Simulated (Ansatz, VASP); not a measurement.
**Cross-check of Ge23Sb12S65 (germanium antimony sulfide glass Ge23Sb12S65) between VASP and Ansatz**

One calculation is typed for both programs; each brings its own data sets. How far apart do they land? The structure shown is the end of the Ansatz relaxation below.

Method: plane waves, with VASP 6.6.1 beside it; single point at PBEsol, in Ansatz 0.2.0.

## Step 1: The structure

The cell holds 100 atoms: 23 Ge, 12 Sb and 65 S. Cell: a = 13.700 Å, b = 13.751 Å, c = 14.343 Å, α = 90.0°, β = 90.0°, γ = 90.0°. As first built, before any earlier steps moved the atoms (in the runner's words): 100 atoms (23 Ge, 12 Sb, 65 S) placed at random at 3.17 g/cm^3 and pushed apart to contact distance.

## Step 2: Ansatz: relaxation, PBEsol

Ansatz runs on its default PAW (the set named soft_2) files.

This run makes the geometry at which the two programs are then compared.

input.yaml reads:

```yaml
crystal:
  lattice:
    - [14.39794, 0.0, 0.0]
    - [0.0, 14.56223, 0.0]
    - [0.0, 0.0, 14.74546]
  atoms:
    - { symbol: Ge, position: [0.24943, 0.19305, 0.83022] }
    - { symbol: Ge, position: [0.79404, 0.94314, 0.1347] }
    # ... one line an atom, as in the record's system
kpoints:
  mp_grid: { grid: [1, 1, 1] }
hamiltonian:
  xc: pbesol
scf:
  occupations: { method: fermi_dirac, width: 0.05 }
output:
  forces: true
  stress: true
relax:
  f_tol: 0.04
  max_steps: 60
  cell: { stress_tol: 0.1, fix: [alpha, beta, gamma] }
```

Command:

```console
> ansatz run input.yaml --threads 32 --pin off --max-ram 143360MiB --backend cuda --events-out ev --progress --plain --runs-dir out
```

Numbers of over 12 decimals in the logs are rounded to 6 here.

Output:

```text
Engine: ansatz 0.2.0, aarch64-unknown-linux-gnu
Pseudopotentials: kind: paw
Pseudopotential: Ge, paw, valence charge 14, recommended cutoff 420 eV (normal), Ge.paw.azcp
Pseudopotential: Sb, paw, valence charge 15, recommended cutoff 420 eV (normal), Sb.paw.azcp
[...]
Crystal: 100 atoms, lattice volume = 3091.623 Å³
Basis set: ecut = 420 eV, 60433 PW (Γ), exchange–correlation on 200×200×200 points (8 copies of the dense FFT grid, shifted against one another)
Bands: 546, of which v1, the nominal top of the filled ones, is band 446 counted from 1 (445 counted from 0)
k-points: 1
PAW frozen core: Ge, regenerated for the run's functional, and the local potential with it (the file was generated under x = pbe(κ = 0.804, μ = 0.219515), c = pbe(β = 0.066725))
PAW frozen core: Sb, regenerated for the run's functional, and the local potential with it (the file was generated under x = pbe(κ = 0.804, μ = 0.219515), c = pbe(β = 0.066725))
PAW frozen core: S, regenerated for the run's functional, and the local potential with it (the file was generated under x = pbe(κ = 0.804, μ = 0.219515), c = pbe(β = 0.066725))
[...]
relax step   1: F+E_penalty+E_count = -232258.91745145 eV  Δ(F+E_penalty+E_count) = +0.000e0 eV  max|allowed force component| = 2.985e-1 eV/Å  Δτ_max = 0.0000 Å  P = -1.698 GPa  Ω = 3091.623 Å³
[... from here on, the SCF cycles and remarks between the steps are left out ...]
relax step   2: F+E_penalty+E_count = -232259.58784665 eV  Δ(F+E_penalty+E_count) = -6.704e-1 eV  max|allowed force component| = 4.642e-1 eV/Å  Δτ_max = 0.1931 Å  P = +0.892 GPa  Ω = 2736.280 Å³
relax step   4: F+E_penalty+E_count = -232260.19390406 eV  Δ(F+E_penalty+E_count) = -5.975e-2 eV  max|allowed force component| = 9.378e-2 eV/Å  Δτ_max = 0.0548 Å  P = -0.017 GPa  Ω = 2801.456 Å³
relax step   7: F+E_penalty+E_count = -232260.35435672 eV  Δ(F+E_penalty+E_count) = -4.556e-2 eV  max|allowed force component| = 1.020e-1 eV/Å  Δτ_max = 0.1964 Å  P = -0.022 GPa  Ω = 2711.124 Å³
relax step  10: F+E_penalty+E_count = -232260.45340996 eV  Δ(F+E_penalty+E_count) = -3.174e-2 eV  max|allowed force component| = 1.913e-1 eV/Å  Δτ_max = 0.1972 Å  P = +0.012 GPa  Ω = 2697.404 Å³
relax step  13: F+E_penalty+E_count = -232260.41671875 eV  Δ(F+E_penalty+E_count) = +6.852e-2 eV  max|allowed force component| = 2.929e-1 eV/Å  Δτ_max = 0.2000 Å  P = -0.044 GPa  Ω = 2698.317 Å³
relax step  14: F+E_penalty+E_count = -232260.50030639 eV  Δ(F+E_penalty+E_count) = -1.507e-2 eV  max|allowed force component| = 3.929e-2 eV/Å  Δτ_max = 0.0710 Å  P = -0.012 GPa  Ω = 2702.044 Å³
relax step  15: F+E_penalty+E_count = -232260.46661049 eV  Δ(F+E_penalty+E_count) = +3.370e-2 eV  max|allowed force component| = 3.931e-2 eV/Å  Δτ_max = 0.0000 Å  P = -0.011 GPa  Ω = 2702.044 Å³
basis re-selected at this cell: Δ(F+E_penalty+E_count) = +3.370e-2 eV, ΔP = +0.001 GPa vs the last step (what re-selecting the basis moved, of the pressure what is left beyond the Pulay correction that the steps carried, after the strain that the cell walked since its last selection, with what the two solves' SCF thresholds leave and, on support functions, any second-order correction that the steps lacked; it is no measure of the basis error at this ecutwfc). The dense FFT grid was sized anew with the basis: this SCF ran on 96×96×96 points, the steps before it on 100×100×100, so part of this shift can come from that change (see relax.cell in the input reference). [rest of the remark cut]
SCF converged after 6 iterations
Free energy (F): -232260.466610 eV
Internal energy: -232260.466607 eV  (E = F + TS)
E sigma→0 (E₀):  -232260.466609 eV
Entropy (-TS):   -0.000004 eV (-0.000 meV/atom)
Fermi energy:    5.042921 eV
--- Forces (eV/Å), atoms counted from 1 ---
  max |Σ_I F_I| component: 4.57e-6 eV/Å
--- Stress (GPa, compression-positive) ---
       -0.008064       0.006559      -0.105784
        0.006559      -0.018711       0.018433
       -0.105784       0.018433      -0.005278
  P = ⅓ Tr σ = -0.0107 GPa (-0.107 kbar)
--- Band table (eV) ---
--- Relaxed structure (14 steps of the walk, 13 accepted, 1 SCFs on fresh bases) ---
  F+E_penalty+E_count = -232260.46661049 eV   max|allowed force component| = 3.931e-2 eV/Å   (the final SCF, on the basis selected at the relaxed cell)
  cell:  # Å, volume = 2702.0444 Å³
    - [13.699559, 0, 0]
    - [0, 13.751440, 0]
    - [0, 0, 14.342924]
  atoms:
    [... one line an atom ...]
```

## Step 3: VASP: single point, PBEsol

The same cell, functional, mesh and smearing now go to VASP, with its own data sets.

Lines of VASP's logs that name or quote its potential files are left out, and so is its time.

INCAR reads:

```
SYSTEM = Ge23Sb12S65
PREC = Accurate
ENCUT = 410
EDIFF = 1E-06
NELM = 120
ISMEAR = -1
SIGMA = 0.05
LREAL = Auto
ALGO = Normal
GGA = PS
NBANDS = 456
LORBIT = 11
LWAVE = .FALSE.
LCHARG = .FALSE.
ISIF = 2
LASPH = .TRUE.
GGA_COMPAT = .FALSE.
EFERMI = MIDGAP
NCORE = 2
```

POSCAR reads:

```
Ge23Sb12S65
1.0
   13.6995590000      0.0000000000      0.0000000000
    0.0000000000     13.7514400000      0.0000000000
    0.0000000000      0.0000000000     14.3429240000
Ge Sb S
23 12 65
Direct
    0.2452600000      0.1970000000      0.8311500000
    0.7992000000      0.9486900000      0.1362000000
    0.7588800000      0.2149500000      0.5856700000
    0.4952700000      0.8578500000      0.4584100000
    0.5716800000      0.9878500000      0.2351500000
    0.4009600000      0.2596200000      0.5736400000
    0.2495000000      0.3631500000      0.5217300000
    0.9479500000      0.5443000000      0.9980800000
    0.1496100000      0.8521200000      0.5507700000
    0.1006500000      0.8725500000      0.9678200000
    0.5956700000      0.3709900000      0.6895200000
    0.7443700000      0.6230700000      0.2597600000
    0.2417200000      0.5712100000      0.6496000000
    0.1615900000      0.4036100000      0.9548300000
    0.4494300000      0.1472800000      0.1724500000
    0.6109600000      0.4333500000      0.0561100000
    0.2311600000      0.7818900000      0.7653500000
    0.9783900000      0.2524200000      0.5523200000
    0.1478500000      0.1064400000      0.6168700000
    0.8513500000      0.7506400000      0.5172600000
    0.6427100000      0.8563200000      0.6479200000
    0.6035400000      0.8809900000      0.9693800000
    0.4144500000      0.3777200000      0.8534300000
    0.0873700000      0.0584400000      0.3310900000
    0.8317200000      0.4737400000      0.7700200000
    0.9784600000      0.6307600000      0.2263000000
    0.4622600000      0.0473400000      0.8047100000
    0.2243200000      0.8574300000      0.2107200000
    0.7891100000      0.0597700000      0.8901700000
    0.2413900000      0.5431200000      0.1683700000
[... 64 atom lines left out ...]
    0.5787000000      0.7515200000      0.5443700000
    0.2938700000      0.0785600000      0.2037400000
    0.8362600000      0.7537900000      0.2508100000
    0.8428700000      0.0209100000      0.7303600000
    0.6682400000      0.9893400000      0.5584200000
    0.6013100000      0.3386000000      0.1950800000
```

KPOINTS reads:

```
Automatic mesh
0
Gamma
1 1 1
0 0 0
```

Potentials, in the order of the species: Ge_d, Sb and S (PBE family, release 64).

Command:

```console
> mpirun -np 8 vasp_gam
```

Output:

```text
[banner, memory and clock lines left out]
running    8 mpi-ranks, on    1 nodes
[...]
|                                                                             |
|               ----> ADVICE to this user running VASP <----                  |
|                                                                             |
|     You enforced a specific xc type in the INCAR file but a different       |
|     [... a line on the potential file left out ...]
|     I HOPE YOU KNOW WHAT YOU ARE DOING!                                     |
|                                                                             |

 LDA part: xc-table for (Slater+PW92), standard interpolation
 POSCAR, INCAR and KPOINTS ok, starting setup
[...]
entering main loop
       N       E                     dE             d eps       ncg     rms          rms(c)
DAV:   1     0.156370811834E+05    0.15637E+05   -0.24040E+05  1016   0.258E+03
DAV:   2     0.340394325592E+04   -0.12233E+05   -0.11927E+05   912   0.711E+02
DAV:   3     0.550006108275E+02   -0.33489E+04   -0.31940E+04  1080   0.256E+02
DAV:   4    -0.451183516171E+03   -0.50618E+03   -0.49049E+03  1136   0.105E+02
[...]
DAV:  19    -0.468035055360E+03   -0.20305E-05   -0.22738E-06   752   0.283E-03    0.876E-03
DAV:  20    -0.468035058358E+03   -0.29972E-05   -0.39612E-06   792   0.295E-03    0.583E-03
DAV:  21    -0.468035058629E+03   -0.27161E-06   -0.53487E-07   632   0.151E-03
   1 F= -.46803506E+03 E0= -.46803506E+03  d E =-.355160E-05
```

Parts of OUTCAR (step 3):

```text
  FREE ENERGIE OF THE ION-ELECTRON SYSTEM (eV)
  ---------------------------------------------------
  free  energy   TOTEN  =      -468.0350586293 eV

  energy  without entropy=     -468.0350550777  energy(sigma->0) =     -468.03505685
```

The run ends at a pressure of -0.16 GPa, with forces up to 0.12 eV/Å.

## Step 4: Comparison

Known differences besides the potentials themselves: the data sets hold 892 valence electrons in Ansatz (on its default PAW (the set named soft_2) files) and 772 in VASP; the cutoff is 420 eV in Ansatz and 410 eV in VASP (PREC = Accurate, projectors in real space); Ansatz makes its cores anew for this functional, VASP keeps those of its PBE data sets. Total energies have different zeros and are not compared.

The two programs side by side:

```csv
quantity,Ansatz,VASP,difference
gap on the k mesh (eV),1.415,1.419,-0.004
```

A gap on the mesh is an upper bound, since the band edges may lie between its points.

## Step 5: Summary of results

| Quantity | Value |
| --- | --- |
| difference in gap on the k mesh (single point, PBEsol) | -0.0044 eV |

In words: The difference in gap on the k mesh is -0.0044 eV (single point, PBEsol), within the 0.08 eV picked in this series as the mark of a large difference. The data sets hold unlike numbers of valence electrons (892 in Ansatz and 772 in VASP), so part of the differences comes from the potentials. Such differences can come from data sets, numerical settings and the points named under the comparisons, not from the functional's error against experiment.

[Lines on the potential files, build, host, timing and source positions are cut from VASP's logs without a mark.]

[Logs are printed without paths, hosts, clocks, repeated set-up lines and the standing remarks that a program may print on its own settings, such as how far it seeks lower states.]

[Hosts, paths, dates, database ids (printed as entryN), source tags and the programs' standing remarks are cut or masked in the printed files.]
